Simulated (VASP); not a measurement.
Computed with PBE GGA + U (Dudarev), VASP's PBE PAW potentials (set 64) (plane waves; VASP).

VASP input:

INCAR:
```
# general
SYSTEM     =  WSi2
PREC       =  Accurate
ENCUT      =  400   # plane-wave cut-off (eV)
LREAL      =  .False.
LASPH      =  .True.   # aspherical one-centre terms

# electronic loop
EDIFF      =  1E-6
NELM       =  100   # most electronic steps
ALGO       =  Normal   # blocked Davidson
LMAXMIX    =  2

# smearing
ISMEAR     =  1   # Methfessel-Paxton
SIGMA      =  0.1   # width (eV)

# functional
GGA        =  PE

# DFT+U
LDAU       =  .True.
LDAUTYPE   =  2   # Dudarev
LDAUL      =  -1 2
LDAUU      =  0 5.0
LDAUJ      =  0 0
LDAUPRINT  =  1

# ions
ISIF       =  2

# output
LWAVE      =  .False.
LCHARG     =  .False.
LORBIT     =  10
```

**KPOINTS**
```
K-points
0
G
12 12 12
```

**POSCAR**
```
WSi2
1
   -1.6050000000     1.6050000000     3.9150000000
    1.6050000000    -1.6050000000     3.9150000000
    1.6050000000     1.6050000000    -3.9150000000
Si W
2 1
Direct
  0.6650000000   0.6650000000   0.0000000000
  0.3350000000   0.3350000000   0.0000000000
  0.0000000000   0.0000000000   0.0000000000
```

POTCAR, in this order: Si W_sv (PBE.64 set). Program: vasp_std.

Output of the run:

File OUTCAR:
```
 ion  position               nearest neighbor table
   1  0.665  0.665  0.000-   2 2.58   3 2.61   3 2.61   3 2.61   3 2.61   3 2.62   2 2.63   2 2.63
                             2 2.63   2 2.63
   2  0.335  0.335  0.000-   1 2.58   3 2.61   3 2.61   3 2.61   3 2.61   3 2.62   1 2.63   1 2.63
                             1 2.63   1 2.63
   3  0.000  0.000  0.000-   2 2.61   1 2.61   1 2.61   1 2.61   1 2.61   2 2.61   2 2.61   2 2.61
                             1 2.62   2 2.62
  LATTYP: Found a body centered tetragonal cell.
 ALAT       =     3.2100000000
 C/A-ratio  =     2.4392523364
 Subroutine PRICEL returns:
 Original cell was already a primitive cell.
 Subroutine GETGRP returns: Found 16 space group operations
The static configuration has the point symmetry D_4h.
The dynamic configuration has the point symmetry D_4h.
 Subroutine INISYM returns: Found 16 space group operations
 Subroutine IBZKPT returns following result:
 Found    163 irreducible k-points:

 Following reciprocal coordinates:
            Coordinates               Weight
  0.000000  0.000000  0.000000      1.000000
  0.083333  0.000000  0.000000      8.000000
  0.166667 -0.000000  0.000000      8.000000
  0.250000 -0.000000  0.000000      8.000000
  0.333333 -0.000000  0.000000      8.000000
  0.416667 -0.000000  0.000000      8.000000
  0.500000 -0.000000  0.000000      4.000000
  0.083333  0.083333  0.000000      8.000000
  0.166667  0.083333  0.000000     16.000000
  0.250000  0.083333  0.000000     16.000000
  0.333333  0.083333  0.000000     16.000000
  0.416667  0.083333  0.000000     16.000000
  0.500000  0.083333  0.000000     16.000000
 -0.416667  0.083333 -0.000000     16.000000
 -0.333333  0.083333 -0.000000     16.000000
 -0.250000  0.083333  0.000000     16.000000
 -0.166667  0.083333 -0.000000     16.000000
 -0.083333  0.083333  0.000000      4.000000
  0.166667  0.166667  0.000000      8.000000
...
```

**OSZICAR**
```
       N       E                     dE             d eps       ncg     rms          rms(c)
DAV:   1     0.113571093712E+03    0.11357E+03   -0.96127E+03  4898   0.123E+03
DAV:   2    -0.168924906044E+02   -0.13046E+03   -0.12870E+03  5695   0.319E+02
DAV:   3    -0.202647684441E+02   -0.33723E+01   -0.33175E+01  6549   0.464E+01
DAV:   4    -0.202881878269E+02   -0.23419E-01   -0.23369E-01  5576   0.444E+00
DAV:   5    -0.202884842291E+02   -0.29640E-03   -0.29639E-03  6619   0.489E-01    0.249E+01
DAV:   6    -0.192201199710E+02    0.10684E+01   -0.68849E+00  5842   0.194E+01    0.764E+00
DAV:   7    -0.191696418995E+02    0.50478E-01   -0.26234E-01  5758   0.351E+00    0.421E+00
DAV:   8    -0.191496608386E+02    0.19981E-01   -0.40180E-02  6360   0.149E+00    0.339E-01
DAV:   9    -0.191495488278E+02    0.11201E-03   -0.26700E-03  5961   0.326E-01    0.206E-01
DAV:  10    -0.191495866591E+02   -0.37831E-04   -0.69609E-04  5856   0.258E-01    0.595E-02
DAV:  11    -0.191495691260E+02    0.17533E-04   -0.98663E-05  5807   0.754E-02    0.149E-02
DAV:  12    -0.191495688817E+02    0.24422E-06   -0.60109E-06  6185   0.170E-02
   1 F= -.19149569E+02 E0= -.19149270E+02  d E =-.897424E-03
```

OUTCAR:
```
------------------------ aborting loop because EDIFF is reached ----------------------------------------
  FORCE on cell =-STRESS in cart. coord.  units (eV):
  Direction    XX          YY          ZZ          XY          YZ          ZX
  --------------------------------------------------------------------------------------
  Total        2.2647011      2.2647011      2.1101518      0.0000000     -0.0000000      0.0000000
  in kB       89.9455430     89.9455430     83.8074159      0.0000000     -0.0000000      0.0000000
  external PRESSURE =      87.8995006 kB  Pullay stress =       0.0000000 kB
  volume of cell :       40.34
      direct lattice vectors                 reciprocal lattice vectors
    -1.605000000  1.605000000  3.915000000     0.000000000  0.311526480  0.127713921
     1.605000000 -1.605000000  3.915000000     0.311526480  0.000000000  0.127713921
     1.605000000  1.605000000 -3.915000000     0.311526480  0.311526480  0.000000000
 POSITION                                       TOTAL-FORCE (eV/Angst)
 -----------------------------------------------------------------------------------
      0.00000      0.00000      5.20695         0.000000      0.000000      0.065514
      0.00000      0.00000      2.62305        -0.000000     -0.000000     -0.065514
      0.00000      0.00000      0.00000         0.000000      0.000000     -0.000000
 -----------------------------------------------------------------------------------
    total drift:                                0.000000      0.000000     -0.000000
  FREE ENERGIE OF THE ION-ELECTRON SYSTEM (eV)
  ---------------------------------------------------
  free  energy   TOTEN  =       -19.1495688817 eV

  energy  without entropy=      -19.1486714580  energy(sigma->0) =      -19.14926974

 total charge

# of ion       s       p       d       tot
------------------------------------------
    1        0.738   0.901   0.000   1.638
    2        0.738   0.901   0.000   1.638
    3        2.328   6.325   3.480  12.133
--------------------------------------------------
tot          3.803   8.126   3.480  15.410
```
(Selected blocks of OUTCAR.)

The compound is WSi2 in the MoSi2 type structure. The cell was not relaxed at this level. The run is one of a series of settings (LDAU = .TRUE., LDAUJ = 0 0, LDAUL = -1 2, LDAUTYPE = 2, LDAUU = 0 5.0, LMAXMIX = 2 against the base run), some of them coarse on purpose.
